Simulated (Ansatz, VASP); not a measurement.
CdRu2 in VASP and in Ansatz

The input POSCAR:

```
CdRu2
1.0
    0.0000000000      3.6896227797      3.6896227797
    3.6896227797      0.0000000000      3.6896227797
    3.6896227797      3.6896227797      0.0000000000
Cd Ru
2 4
Direct
    0.0000000000      0.0000000000      0.0000000000
    0.2500000000      0.2500000000      0.2500000000
    0.6250000000      0.6250000000      0.6250000000
    0.1250000000      0.6250000000      0.6250000000
    0.6250000000      0.6250000000      0.1250000000
    0.6250000000      0.1250000000      0.6250000000
```

File INCAR.step1:

```
PREC = Accurate ; ENCUT = 520
ISMEAR = 0 ; SIGMA = 0.1
LREAL = False ; LASPH = True
NELM = 100 ; NBANDS = 49
GGA = PE ; ALGO = Normal
EDIFF = 1E-4 ; LWAVE = True
LCHARG = False
```

Contents of INCAR.step2:

```
PREC = Accurate ; ENCUT = 520
EDIFF = 1E-6 ; ISMEAR = 0
SIGMA = 0.1 ; LREAL = False
LASPH = True ; NELM = 100
ALGO = Normal ; ISIF = 2
LWAVE = False ; LCHARG = False
METAGGA = R2SCAN ; LMIXTAU = True
NBANDS = 49 ; ISTART = 1
```

File KPOINTS:

```
Automatic mesh
0
Gamma
  4 4 4
```

Input for Ansatz:

```yaml
crystal:
  lattice:
    - [0.0, 3.6896227797, 3.6896227797]
    - [3.6896227797, 0.0, 3.6896227797]
    - [3.6896227797, 3.6896227797, 0.0]
  atoms:
    - { symbol: Cd, position: [0.0, 0.0, 0.0] }
    - { symbol: Cd, position: [0.25, 0.25, 0.25] }
    - { symbol: Ru, position: [0.625, 0.625, 0.625] }
    - { symbol: Ru, position: [0.125, 0.625, 0.625] }
    - { symbol: Ru, position: [0.625, 0.625, 0.125] }
    - { symbol: Ru, position: [0.625, 0.125, 0.625] }
basis:
  ecutwfc: 500
kpoints:
  mp_grid: { grid: [4, 4, 4] }
hamiltonian:
  xc: r2scan
scf:
  occupations: { method: gaussian, width: 0.1 }
  lower_state_search: "off"
output:
  forces: true
  stress: true
  eigenvalues: true
```

Alike in both runs: task single point; functional r2SCAN; k mesh 4 × 4 × 4; occupations gaussian, width 0.1 eV; no spin polarisation.

```csv
,VASP,Ansatz
version,VASP 6.6.1,Ansatz 0.2.0
potentials or method,"VASP PAW PBE potentials, release 64 (Cd, Ru_pv)","scalar-relativistic, plane waves, PAW"
plane-wave cutoff (eV),520,500
valence electrons in the cell,80,104
```

Ansatz gave:

- gap on the k mesh at the Fermi level (eV): none
- pressure (GPa): -7.0

Question: Estimate VASP's values.

Answer: gap on the k mesh at the Fermi level (eV): none; pressure (GPa): -6.1.

A gap of «none» marks a metal or a gap that the smearing closes. With one functional, cell and mesh, what is left measures potentials, basis and numerics. The two sets of potentials don't hold the same shells in valence.

Caveats: the k mesh is coarse (spacing up to 0.37 Å⁻¹), so the values aren't converged; the PAW data sets were made with another functional, which shifts forces and pressure a little (VASP).
